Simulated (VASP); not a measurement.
Mg7V, 8 atoms in the cell. It takes space group P-6m2 (No. 187, hexagonal). The conventional cell has a = 6.291 Å, b = 6.291 Å, c = 5.061 Å, α = 90.00°, β = 90.00°, γ = 120.00°. V (site symmetry -6m2) has 12 Mg at 3.08 to 3.15 Å as nearest neighbours. Around Mg (site symmetry -6m2) lie 12 Mg at 3.12 to 3.15 Å. Mg (site symmetry mm2) has 10 Mg at 3.03 to 3.26 Å and 2 V at 3.08 Å as nearest neighbours. Mg (site symmetry mm2) is surrounded by 10 Mg at 3.12 to 3.17 Å and 2 V at 3.15 Å. The cell comes from a database or a generator and needn't be the stable form of this composition.

- Program: VASP 6.6.1
- Task: single point
- Functional: PBE
- Potentials or basis: VASP PAW PBE potentials, release 64 (V_sv, Mg)
- Cutoff: 520 eV
- k mesh: 5 × 5 × 5
- Occupations: fermi-dirac, width 0.05 eV
- Spin: collinear spin, ferromagnetic start
- Starting moments: [2.0, 0.0, 0.0, 0.0, 0.0, 0.0, 0.0, 0.0] μB
- Further INCAR settings: ALGO = Normal; EDIFF = 1e-07; NBANDS = 28

Potentials or basis: VASP PAW PBE potentials, release 64 (V_sv, Mg).

Command:

```sh
$ cat potpaw_PBE.64/V_sv/POTCAR potpaw_PBE.64/Mg/POTCAR > POTCAR
$ mpirun -np 1 vasp_std > vasp.out
```

Hardware: 1 thread of Intel(R) Xeon(R) Platinum 8488C (Sapphire Rapids), on a shared host.

Estimate the wall time of this run.

Wall time 2.3 min on 1 thread of Intel(R) Xeon(R) Platinum 8488C (Sapphire Rapids), on a shared host, peak memory 0.42 GiB. Counts: scf iterations 20, k points 15.
